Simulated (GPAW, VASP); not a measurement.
An input for GPAW (PBE, GPAW PAW datasets PBE (gpaw-data 1.0.1)):

```
from ase import Atoms
from ase.units import GPa
from gpaw import GPAW, PW

atoms = Atoms(['Al', 'Al', 'P', 'P'],
              cell=[[3.860803, 0.000000, 0.000000],
                    [-3.860803, 3.860803, 0.000000],
                    [0.000000, 0.000000, 16.095000]],
              scaled_positions=[[0.000000, 0.000000, 0.627213],
                                [0.000000, 0.500000, 0.457596],
                                [0.500000, 0.500000, 0.542404],
                                [0.500000, 0.000000, 0.372787]],
              pbc=True)

calc = GPAW(mode=PW(600),
            xc='PBE',
            kpts=(1, 1, 1),
            occupations={'name': 'methfessel-paxton', 'width': 0.05, 'order': 0},
            nbands=-12,
            symmetry={'symmorphic': False, 'tolerance': 0.0005},
            maxiter=100,
            txt='-')

atoms.calc = calc

energy = atoms.get_potential_energy()
print('Energy (eV):', round(energy, 6))
forces = atoms.get_forces()
print('Forces (eV/Ang):')
print(forces.round(5))
stress = atoms.get_stress()
print('Stress (GPa, Voigt):', (stress / GPa).round(4))
```

Question: Write the VASP files for the same calculation.

Answer: One set of files that does it:

### POSCAR
```
AlP
1
    3.8608030000     0.0000000000     0.0000000000
   -3.8608030000     3.8608030000     0.0000000000
    0.0000000000     0.0000000000    16.0950000000
Al P
2 2
Direct
  0.0000000000   0.0000000000   0.6272130000
  0.0000000000   0.5000000000   0.4575960000
  0.5000000000   0.5000000000   0.5424040000
  0.5000000000   0.0000000000   0.3727870000
```

**INCAR**
```
SYSTEM = AlP
PREC = Accurate
ENCUT = 300
EDIFF = 1E-6
NELM = 100
ALGO = Normal
LREAL = .FALSE.
LASPH = .TRUE.
ISMEAR = 0
SIGMA = 0.05
GGA = PE
LWAVE = .FALSE.
LCHARG = .FALSE.
ISIF = 2
```

KPOINTS:
```
Automatic mesh
0
Gamma
1 1 1
0 0 0
```

POTCAR, in this order: Al P (PBE.64 set). Program: vasp_std.

Both are inputs of real runs that ended normally. What can't carry over is the choice of potentials or basis and its cut-off, and each code's defaults.

The cell is a sheet with vacuum, built from a generated structure.
